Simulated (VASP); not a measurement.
Here is the system:

```yaml
crystal:
  lattice:
    - [0.00000, 2.82623, 2.82623]
    - [2.82623, 0.00000, 2.82623]
    - [2.82623, 2.82623, 0.00000]
  atoms:
    - { symbol: Be, position: [0.00000, 0.00000, 0.00000] }
    - { symbol: Te, position: [0.25000, 0.25000, 0.25000] }
```

Level of theory: optB86b-vdW, VASP's PBE PAW potentials (set 64) (plane waves; VASP 6.6.1). Run with 520 eV cut-off, Gaussian smearing of 0.050 eV, potentials Be Te.

Unless said otherwise, spin-orbit coupling is left out, though it shifts the bands of the heavy elements here.

**Question.** What does the run give for the band gap (along the path) with the smallest direct gap where there is one?

**Answer.** 
* **band gap (along the path)**: 2.01 eV
* **smallest direct gap (along the path)**: 3.66 eV

The absolute energy has meaning only against runs of the same code, potentials and settings.

The compound is BeTe in the zinc blende structure. It was relaxed first.
